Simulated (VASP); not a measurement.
Here is the system:

```yaml
crystal:
  lattice:
    - [0.00000, 2.33274, 2.33274]
    - [2.33274, 0.00000, 2.33274]
    - [2.33274, 2.33274, 0.00000]
  atoms:
    - { symbol: Na, position: [0.00000, 0.00000, 0.00000] }
    - { symbol: H, position: [0.50000, 0.50000, 0.50000] }
```

Calculation: LDA (Ceperley-Alder, Perdew-Zunger), VASP's LDA PAW potentials (set 64) (plane waves; VASP). Numerical set-up: 400 eV cut-off, 12×12×12 Γ-centred mesh, Gaussian smearing of 0.010 eV, potentials Na_pv H.

Question: Predict the energy per atom (σ→0), band gap (on the k-mesh) with the smallest direct gap where there is one.

Answer: 
```
Property                                      Value
-----------------------------------  --------------
band gap (on the k-mesh)                    3.57 eV
smallest direct gap (on the k-mesh)         4.53 eV
energy per atom (σ→0)                -2.702 eV/atom
```

Total energies compare only between runs with the same potentials, cut-off and functional.

The compound is NaH in the rock salt structure. It was relaxed first, which changed the volume by -13 %.
